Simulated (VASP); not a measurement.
Output of a VASP run:

**OSZICAR**
```
...
  10 F= -.57037731E+03 E0= -.57037718E+03  d E =-.750797E-02  mag=     2.0000
       N       E                     dE             d eps       ncg     rms          rms(c)
DAV:   1    -0.570378207537E+03   -0.89812E-03   -0.15938E-01   672   0.113E+00    0.787E-02
RMM:   2    -0.570378368190E+03   -0.16065E-03   -0.22202E-03   632   0.133E-01    0.455E-02
RMM:   3    -0.570378380146E+03   -0.11956E-04   -0.36315E-04   642   0.502E-02    0.250E-02
RMM:   4    -0.570378383429E+03   -0.32835E-05   -0.85254E-05   625   0.226E-02
  11 F= -.57037838E+03 E0= -.57037824E+03  d E =-.858135E-02  mag=     2.0000
       N       E                     dE             d eps       ncg     rms          rms(c)
DAV:   1    -0.570379716524E+03   -0.13364E-02   -0.48072E-01   656   0.197E+00    0.207E-01
RMM:   2    -0.570380273524E+03   -0.55700E-03   -0.86879E-03   632   0.257E-01    0.959E-02
RMM:   3    -0.570380324508E+03   -0.50984E-04   -0.12702E-03   640   0.953E-02    0.646E-02
RMM:   4    -0.570380333351E+03   -0.88427E-05   -0.50630E-04   633   0.521E-02    0.333E-02
RMM:   5    -0.570380341385E+03   -0.80338E-05   -0.14359E-04   622   0.244E-02    0.162E-02
RMM:   6    -0.570380339863E+03    0.15218E-05   -0.20973E-05   404   0.110E-02
  12 F= -.57038034E+03 E0= -.57038014E+03  d E =-.195643E-02  mag=     2.0000
       N       E                     dE             d eps       ncg     rms          rms(c)
DAV:   1    -0.570380432115E+03   -0.90730E-04   -0.18461E-02   720   0.387E-01    0.382E-02
RMM:   2    -0.570380454729E+03   -0.22614E-04   -0.31448E-04   632   0.491E-02    0.180E-02
RMM:   3    -0.570380456685E+03   -0.19559E-05   -0.46864E-05   502   0.182E-02    0.116E-02
RMM:   4    -0.570380456779E+03   -0.94145E-07   -0.15122E-05   386   0.934E-03
  13 F= -.57038046E+03 E0= -.57038027E+03  d E =-.207335E-02  mag=     2.0000
       N       E                     dE             d eps       ncg     rms          rms(c)
DAV:   1    -0.570381056701E+03   -0.60002E-03   -0.13606E-01   656   0.104E+00    0.151E-01
RMM:   2    -0.570381165908E+03   -0.10921E-03   -0.30775E-03   632   0.145E-01    0.700E-02
RMM:   3    -0.570381181639E+03   -0.15731E-04   -0.42585E-04   637   0.555E-02    0.365E-02
RMM:   4    -0.570381186843E+03   -0.52039E-05   -0.14406E-04   633   0.279E-02    0.319E-02
RMM:   5    -0.570381185098E+03    0.17450E-05   -0.55776E-05   495   0.152E-02
  14 F= -.57038119E+03 E0= -.57038100E+03  d E =-.728319E-03  mag=     2.0000
       N       E                     dE             d eps       ncg     rms          rms(c)
DAV:   1    -0.570381185029E+03    0.18142E-05   -0.39790E-05   632   0.181E-02    0.523E-03
RMM:   2    -0.570381185097E+03   -0.67917E-07   -0.20691E-06   354   0.396E-03    0.489E-03
RMM:   3    -0.570381185042E+03    0.55157E-07   -0.15788E-07   147   0.164E-03    0.256E-03
RMM:   4    -0.570381185071E+03   -0.28949E-07   -0.17224E-07   141   0.166E-03
  15 F= -.57038119E+03 E0= -.57038100E+03  d E =-.728292E-03  mag=     2.0000
       N       E                     dE             d eps       ncg     rms          rms(c)
DAV:   1    -0.570381501296E+03   -0.31625E-03   -0.75492E-02   656   0.777E-01    0.114E-01
RMM:   2    -0.570381583203E+03   -0.81907E-04   -0.16897E-03   632   0.106E-01    0.479E-02
RMM:   3    -0.570381595994E+03   -0.12791E-04   -0.23446E-04   637   0.405E-02    0.285E-02
RMM:   4    -0.570381601463E+03   -0.54686E-05   -0.87181E-05   608   0.211E-02
  16 F= -.57038160E+03 E0= -.57038142E+03  d E =-.416392E-03  mag=     2.0000
```

### OUTCAR
```
------------------------ aborting loop because EDIFF is reached ----------------------------------------
  FORCE on cell =-STRESS in cart. coord.  units (eV):
  Direction    XX          YY          ZZ          XY          YZ          ZX
  --------------------------------------------------------------------------------------
  Total      -14.2170427    -17.0261463    -13.7438237      3.0659476     -3.9316528      7.7502716
  in kB      -62.4064674    -74.7371778    -60.3292474     13.4581405    -17.2582000     34.0202306
  external PRESSURE =     -65.8242975 kB  Pullay stress =       0.0000000 kB
  volume of cell :      365.00
      direct lattice vectors                 reciprocal lattice vectors
     7.146555159  0.000000000  0.000000000     0.139927556  0.000000000  0.000000000
     0.000000000  7.146555159  0.000000000     0.000000000  0.139927556  0.000000000
     0.000000000  0.000000000  7.146555159     0.000000000  0.000000000  0.139927556
 POSITION                                       TOTAL-FORCE (eV/Angst)
 -----------------------------------------------------------------------------------
      3.57101      7.14487      7.14502        -0.003055     -0.001928     -0.006681
      4.46260      0.90701      0.90901        -0.003681      0.001279      0.000857
      5.35197      1.79614      0.01081        -0.005213      0.010945     -0.001638
      6.23726      2.67925      0.91608        -0.000389     -0.000687      0.006018
      5.35014      0.01564      1.80458        -0.000874     -0.001617     -0.003366
      6.24639      0.90483      2.69375         0.002634     -0.003637     -0.011386
      7.14546      0.00612      0.00928        -0.003118     -0.001753     -0.009134
      0.89430      0.89109      0.89540        -0.007905     -0.006454     -0.003401
      1.77584      1.78649      7.14171        -0.004502     -0.001187     -0.000461
      2.68068      2.66809      0.88819        -0.001162     -0.003762     -0.008085
      3.57159      3.57527      0.00460         0.000200     -0.016621      0.000879
      4.46624      4.44979      0.90575        -0.006369      0.000421      0.015028
      5.36970      5.37103      0.00118         0.006936     -0.010471      0.000951
      6.25574      6.25255      0.89809        -0.003297      0.008597      0.004797
      1.78255      0.00159      1.78326         0.002994     -0.010471     -0.002332
      2.69475      0.90127      2.68109        -0.020139     -0.003001     -0.012619
      3.49431      1.73890      1.71386        -0.008520     -0.012919      0.004416
      5.41741      3.64166      1.73052         0.010458     -0.010828      0.009392
      6.24369      4.44636      2.68874         0.007002      0.013339      0.002026
      3.57874      0.01199      3.57635         0.005550     -0.007809     -0.002328
      4.47664      0.89532      4.46557        -0.013438      0.018798     -0.013488
      5.44039      1.73180      3.66597         0.000105      0.019992     -0.011709
      6.26743      2.66496      4.47596        -0.009001      0.004135      0.001543
      5.37017      7.14517      5.37310         0.001499     -0.002787     -0.005525
      6.26027      0.88939      6.26100        -0.003141      0.001716      0.003856
      0.00815      3.58517      7.14527        -0.001894     -0.012025     -0.002734
      0.89602      4.45992      0.88528         0.003100      0.002215      0.004322
      1.79023      5.36374      7.14530         0.009897     -0.013462      0.013780
      2.69012      6.25117      0.88539        -0.004402      0.005113      0.003061
      7.14114      1.79701      1.80354         0.013733     -0.001891     -0.003034
      0.90091      2.67301      2.67881        -0.004759     -0.000128     -0.001907
      1.77803      3.58220      1.78132         0.005165      0.001984      0.002749
      2.67702      4.46799      2.63214        -0.010499     -0.003610      0.004345
      3.56827      5.37178      1.78330         0.010727     -0.004123      0.004858
      4.47522      6.24878      2.67883        -0.006174      0.002192      0.001275
      0.00895      7.14433      3.58242        -0.001216      0.001464     -0.004015
      0.90065      0.87868      4.46586        -0.013161      0.005154     -0.000765
      1.78184      1.78143      3.58340         0.007186     -0.001191     -0.000321
      2.67840      2.62602      4.47687         0.000373      0.010322     -0.011908
      4.52150      4.46701      4.47731        -0.009558      0.004179     -0.007364
      5.36933      5.37065      3.58468         0.007313     -0.009387      0.004692
      6.26928      6.24921      4.46427        -0.009158      0.015658     -0.004245
      1.79222      7.14542      5.36112         0.017892      0.002438      0.003355
      2.68859      0.87891      6.25486        -0.001859      0.003759     -0.003086
      3.57087      1.78060      5.37242        -0.003052      0.000327      0.009489
      4.47581      2.67292      6.25278        -0.002671     -0.006762      0.003578
      5.37218      3.58116      5.37478         0.015659      0.005735      0.011991
      6.26927      4.45963      6.25732        -0.010226      0.003389      0.000326
      0.00383      5.36999      1.78288         0.011714     -0.006457      0.002739
      0.89697      6.24796      2.68239        -0.006377      0.005245     -0.000229
      7.14640      3.57283      3.58196         0.015092      0.004885     -0.003966
      0.90539      4.45615      4.45968        -0.004886      0.008759      0.001739
      1.79109      5.36228      3.56622         0.010680     -0.007765      0.008587
      2.69584      6.24440      4.45782        -0.011476      0.009872     -0.000029
      0.01315      1.78568      5.37916         0.003820      0.004648     -0.005839
      0.89741      2.67388      6.25798         0.002800     -0.005931     -0.001304
...
```
(Selected blocks of OUTCAR.)

File POSCAR:
```
BC62
1
    7.1465551589    -0.0000000000    -0.0000000000
   -0.0000000000     7.1465551589     0.0000000000
    0.0000000000     0.0000000000     7.1465551589
C B
62 1
Direct
  0.5000000000   0.0000000000   0.0000000000
  0.6308680000   0.1248380000   0.1265660000
  0.7537270000   0.2502580000  -0.0028480000
  0.8706230000   0.3691230000   0.1283420000
  0.7491770000  -0.0047900000   0.2553260000
  0.8718330000   0.1237980000   0.3721420000
  0.0000000000   0.0000000000   0.0000000000
  0.1250000000   0.1250000000   0.1250000000
  0.2500000000   0.2500000000   0.0000000000
  0.3815030000   0.3814510000   0.1206320000
  0.4933320000   0.4958590000   0.0028010000
  0.6289180000   0.6183130000   0.1260890000
  0.7500000000   0.7500000000   0.0000000000
  0.8750000000   0.8750000000   0.1250000000
  0.2500000000   0.0000000000   0.2500000000
  0.3745720000   0.1317490000   0.3735830000
  0.5043980000   0.2506510000   0.2537970000
  0.7497890000   0.4933990000   0.2442040000
  0.8695540000   0.6215130000   0.3815170000
  0.5018470000   0.0044390000   0.5009260000
  0.6268970000   0.1293720000   0.6309810000
  0.7557840000   0.2545530000   0.4943120000
  0.8730520000   0.3684890000   0.6256500000
  0.7500000000   0.0000000000   0.7500000000
  0.8750000000   0.1250000000   0.8750000000
  0.0000000000   0.5000000000   0.0000000000
  0.1250000000   0.6250000000   0.1250000000
  0.2500000000   0.7500000000   0.0000000000
  0.3750000000   0.8750000000   0.1250000000
  0.0000000000   0.2500000000   0.2500000000
  0.1250000000   0.3750000000   0.3750000000
  0.2549060000   0.5002070000   0.2492520000
  0.3792120000   0.6182770000   0.3760180000
  0.4987580000   0.7568000000   0.2542250000
  0.6250000000   0.8750000000   0.3750000000
  0.0000000000   0.0000000000   0.5000000000
  0.1250000000   0.1250000000   0.6250000000
  0.2555870000   0.2476210000   0.4941510000
  0.3753750000   0.3772550000   0.6305090000
  0.6279440000   0.6278250000   0.6287470000
  0.7566490000   0.7482300000   0.4941560000
  0.8750000000   0.8750000000   0.6250000000
  0.2500000000   0.0000000000   0.7500000000
  0.3750000000   0.1250000000   0.8750000000
  0.4963850000   0.2441840000   0.7543140000
  0.6250000000   0.3750000000   0.8750000000
  0.7543490000   0.5012530000   0.7558130000
  0.8750000000   0.6250000000   0.8750000000
  0.0000000000   0.7500000000   0.2500000000
  0.1250000000   0.8750000000   0.3750000000
  0.0000000000   0.5000000000   0.5000000000
  0.1250000000   0.6250000000   0.6250000000
  0.2500000000   0.7500000000   0.5000000000
  0.3750000000   0.8750000000   0.6250000000
  0.0000000000   0.2500000000   0.7500000000
  0.1250000000   0.3750000000   0.8750000000
  0.2500000000   0.5000000000   0.7500000000
  0.3750000000   0.6250000000   0.8750000000
  0.5000000000   0.7500000000   0.7500000000
  0.6250000000   0.8750000000   0.8750000000
  0.0000000000   0.7500000000   0.7500000000
  0.1250000000   0.8750000000   0.8750000000
  0.5065200000   0.5037840000   0.5036320000
```

### Question
Reconstruct the remaining input files.

### Answer
Several could match; the one computed here: the input of the run itself, PBE GGA, plane waves, VASP's PBE PAW potentials (set 64).

### INCAR
```
# general
SYSTEM =BC62
PREC   =Normal
ENCUT  =400
LREAL  =Auto
LASPH  =.True.
ISYM   =0
NELECT =250.0

# electronic loop
EDIFF  =1E-5
NELM   =100
NELMIN =4
ALGO   =Fast

# smearing
ISMEAR =0
SIGMA  =0.05

# functional
GGA    =PE

# spin
ISPIN  =2
MAGMOM =63*0.0317
NUPDOWN=2

# ions
IBRION =2
NSW    =70
ISIF   =2
EDIFFG =-0.03

# output
LWAVE  =.True.
LCHARG =.False.
LORBIT =10
```

File KPOINTS:
```
Automatic mesh
0
Gamma
1 1 1
0 0 0
```

POTCAR, in this order: C B (PBE.64 set). Program: vasp_gam.

At this cut-off the stress carries a Pulay error, which pulls relaxed volumes low. The cell is charged, with a uniform compensating background. The supercell is sampled at Γ alone, which is coarse: total energies, pressure and levels can be off, energies of defects by several tenths of an eV.

The cell is a supercell with a defect, built from C (diamond): B_C-vac_C, charge +1.
